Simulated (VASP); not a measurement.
```
ZrS
1.0
    0.00000     2.84046     2.84046
    2.84046     0.00000     2.84046
    2.84046     2.84046     0.00000
Zr S
1 1
Cartesian
  2.84046   2.84046   0.00000
  1.42023   1.42023   1.42023
```

These are PBEsol GGA, VASP's PBE PAW potentials (set 64) (plane waves; VASP 6.6.1) values and carry that method's errors. Numerical set-up: 400 eV cut-off, 12×12×12 Γ-centred mesh, tetrahedra with Blöchl corrections, potentials Zr_sv S.

Q: What does the run give for the energy per atom (σ→0), band gap (on the k-mesh) with the smallest direct gap where there is one?

A: 
| Item | Value |
|---|---|
| band gap (on the k-mesh) | none (metal, semimetal or under 0.01 eV) |
| energy per atom (σ→0) | -747.1 kJ/mol of atoms |

Total energies compare only between runs with the same potentials, cut-off and functional.

The structure was generated: ZrS was put into the zinc blende type (F-43m), which need not be its known phase. It was relaxed first, which changed the volume by -32 %.
